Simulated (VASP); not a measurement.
Output of a VASP run:

### OUTCAR
```
 ion  position               nearest neighbor table
   1  0.667  0.333  0.500-   4 1.94   4 1.94   4 1.94   3 1.94
   2  0.333  0.667  0.000-   3 1.94   3 1.94   3 1.94   4 1.94
   3  0.667  0.333  0.877-   2 1.94   2 1.94   2 1.94   1 1.94
   4  0.333  0.667  0.377-   1 1.94   1 1.94   1 1.94   2 1.94
  LATTYP: Found a hexagonal cell.
 ALAT       =     3.1699513783
 C/A-ratio  =     1.6287966923
 Subroutine PRICEL returns:
 Original cell was already a primitive cell.
 Subroutine GETGRP returns: Found 12 space group operations
The static configuration has the point symmetry C_3v.
 The point group associated with its full space group is C_6v.
The dynamic configuration has the point symmetry C_3v.
 Subroutine INISYM returns: Found 12 space group operations
 Subroutine IBZKPT returns following result:
 Found     30 irreducible k-points:

 Following reciprocal coordinates:
            Coordinates               Weight
  0.000000  0.000000  0.000000      1.000000
  0.125000 -0.000000  0.000000      6.000000
  0.250000 -0.000000  0.000000      6.000000
  0.375000  0.000000  0.000000      6.000000
  0.500000 -0.000000  0.000000      3.000000
  0.125000  0.125000  0.000000      6.000000
  0.250000  0.125000  0.000000     12.000000
  0.375000  0.125000  0.000000     12.000000
  0.250000  0.250000  0.000000      6.000000
  0.375000  0.250000  0.000000      6.000000
  0.000000  0.000000  0.250000      2.000000
  0.125000 -0.000000  0.250000     12.000000
  0.250000 -0.000000  0.250000     12.000000
  0.375000  0.000000  0.250000     12.000000
  0.500000 -0.000000  0.250000      6.000000
  0.125000  0.125000  0.250000     12.000000
  0.250000  0.125000  0.250000     24.000000
  0.375000  0.125000  0.250000     24.000000
  0.250000  0.250000  0.250000     12.000000
  0.375000  0.250000  0.250000     12.000000
  0.000000  0.000000  0.500000      1.000000
  0.125000 -0.000000  0.500000      6.000000
  0.250000 -0.000000  0.500000      6.000000
  0.375000  0.000000  0.500000      6.000000
  0.500000 -0.000000  0.500000      3.000000
  0.125000  0.125000  0.500000      6.000000
  0.250000  0.125000  0.500000     12.000000
  0.375000  0.125000  0.500000     12.000000
  0.250000  0.250000  0.500000      6.000000
  0.375000  0.250000  0.500000      6.000000
   k-points           NKPTS =     30   k-points in BZ     NKDIM =     30   number of bands    NBANDS=     22
   number of dos      NEDOS =    301   number of ions     NIONS =      4
   total plane-waves  NPLWV =  32928
   dimension x,y,z NGX =    28 NGY =   28 NGZ =   42
   dimension x,y,z NGXF=    56 NGYF=   56 NGZF=   84
   ions per type =               2   2
   PREC   = accura    normal or accurate (medium, high low for compatibility)
   ISTART =      0    job   : 0-new  1-cont  2-samecut
   ICHARG =      2    charge: 1-file 2-atom 10-const
   ISPIN  =      1    spin polarized calculation?
   LNONCOLLINEAR =      F non collinear calculations
   LSORBIT =      F    spin-orbit coupling
   INIWAV =      1    electr: 0-lowe 1-rand  2-diag
   ENCUT  =  600.0 eV  44.10 Ry    6.64 a.u.   6.33  6.33 10.31*2*pi/ulx,y,z
   NELM   =    100;   NELMIN=  2; NELMDL= -5     # of ELM steps
   EDIFF  = 0.1E-06   stopping-criterion for ELM
   LREAL  =      F    real-space projection
   NLSPLINE    = F    spline interpolate recip. space projectors
   LMAXMIX     =    4 max onsite mixed and CHGCAR
   VOSKOWN=      0    Vosko Wilk Nusair interpolation
   EDIFFG = -.1E-01   stopping-criterion for IOM
   NSW    =     40    number of steps for IOM
   NBLOCK =      1;   KBLOCK =     40    inner block; outer block
   IBRION =      2    ionic relax: 0-MD 1-quasi-New 2-CG
   NFREE  =      1    steps in history (QN), initial steepest desc. (CG)
   ISIF   =      3    stress and relaxation
   ISYM   =      2    0-nonsym 1-usesym 2-fastsym
   TEIN   =    0.0    initial temperature
   TEBEG  =    0.0;   TEEND  =   0.0 temperature during run
   SMASS  =  -3.00    Nose mass-parameter (am)
...
```

### OSZICAR
```
       N       E                     dE             d eps       ncg     rms          rms(c)
DAV:   1     0.285942883369E+03    0.28594E+03   -0.20103E+04  1404   0.335E+03
DAV:   2     0.832481143267E+01   -0.27762E+03   -0.26900E+03  1440   0.568E+02
DAV:   3    -0.282995236861E+02   -0.36624E+02   -0.36322E+02  1494   0.163E+02
DAV:   4    -0.299321494784E+02   -0.16326E+01   -0.16280E+01  1882   0.359E+01
DAV:   5    -0.299562501225E+02   -0.24101E-01   -0.24096E-01  1494   0.415E+00    0.103E+01
DAV:   6    -0.262341599173E+02    0.37221E+01   -0.13354E+01  2398   0.587E+01    0.305E+00
DAV:   7    -0.263155690354E+02   -0.81409E-01   -0.16654E+00  1446   0.112E+01    0.263E+00
DAV:   8    -0.262941339678E+02    0.21435E-01   -0.31896E-01  2280   0.873E+00    0.970E-01
DAV:   9    -0.262672157392E+02    0.26918E-01   -0.12882E-01  2340   0.619E+00    0.287E-01
DAV:  10    -0.262680925073E+02   -0.87677E-03   -0.65684E-03  1560   0.875E-01    0.133E-01
DAV:  11    -0.262680436255E+02    0.48882E-04   -0.70459E-04  2050   0.525E-01    0.210E-02
DAV:  12    -0.262680445885E+02   -0.96294E-06   -0.14722E-04  1800   0.978E-02    0.970E-03
DAV:  13    -0.262680447746E+02   -0.18610E-06   -0.17074E-05  1770   0.865E-02    0.524E-03
DAV:  14    -0.262680447791E+02   -0.45729E-08   -0.16957E-06  1808   0.254E-02    0.444E-03
DAV:  15    -0.262680446198E+02    0.15933E-06   -0.54574E-07  1602   0.790E-03    0.259E-04
DAV:  16    -0.262680446208E+02   -0.95588E-09   -0.53486E-08   822   0.228E-03
   1 F= -.25707158E+02 E0= -.25707158E+02  d E =-.257072E+02
```

### OUTCAR
```
------------------------ aborting loop because EDIFF is reached ----------------------------------------
  FORCE on cell =-STRESS in cart. coord.  units (eV):
  Direction    XX          YY          ZZ          XY          YZ          ZX
  --------------------------------------------------------------------------------------
  Total        0.5438999      0.5438999      0.5690402      0.0000000      0.0000000      0.0000000
  in kB       19.3943052     19.3943047     20.2907566      0.0000000      0.0000000      0.0000000
  external PRESSURE =      -0.3068778 kB  Pullay stress =      20.0000000 kB
  volume of cell :       44.93
      direct lattice vectors                 reciprocal lattice vectors
     1.584975706 -2.745258413  0.000000000     0.315462249 -0.182132217  0.000000000
     1.584975706  2.745258413  0.000000000     0.315462249  0.182132217  0.000000000
     0.000000000  0.000000000  5.163206320     0.000000000  0.000000000  0.193678102
  FREE ENERGIE OF THE ION-ELECTRON SYSTEM (eV)
  ---------------------------------------------------
  free  energy   TOTEN  =       -26.2680446208 eV

  energy  without entropy=      -26.2680446208  energy(sigma->0) =      -26.26804462
  enthalpy is  TOTEN    =       -25.7071584535 eV   P V=        0.5608861673

 reached required accuracy - stopping structural energy minimisation
```
(Selected blocks of OUTCAR.)

**POSCAR**
```
GaN
1
    1.5849757056    -2.7452584129     0.0000000000
    1.5849757056     2.7452584129     0.0000000000
    0.0000000000     0.0000000000     5.1632063197
Ga N
2 2
Direct
  0.6666670000   0.3333330000   0.5001583909
  0.3333330000   0.6666670000   0.0001583909
  0.6666670000   0.3333330000   0.8768416091
  0.3333330000   0.6666670000   0.3768416091
```

Write an INCAR and KPOINTS that could have produced this output.

One answer among several that fit: the input of the run itself, PBEsol GGA, plane waves, VASP's PBE PAW potentials (set 64).

**INCAR**
```
# general
SYSTEM  = GaN
PREC    = Accurate
ENCUT   = 600   # plane-wave cut-off (eV)
LREAL   = F
LASPH   = T

# electronic loop
EDIFF   = 1E-7   # SCF stop (eV)
NELM    = 100
ALGO    = Normal
LMAXMIX = 4   # l cut-off of mixed one-centre charges

# smearing
ISMEAR  = 0   # Gaussian
SIGMA   = 0.05

# functional
GGA     = PS   # PBEsol

# ions
IBRION  = 2
NSW     = 40   # most ionic steps
ISIF    = 3   # ions, shape and volume
EDIFFG  = -0.01   # ionic stop
PSTRESS = 20

# output
LWAVE   = F
LCHARG  = F
```

KPOINTS:
```
Automatic mesh
0
Gamma
8 8 4
0 0 0
```

POTCAR, in this order: Ga_d N (PBE.64 set). Program: vasp_std.

The compound is GaN in the wurtzite structure. It was relaxed first under an external pressure of 2 GPa.
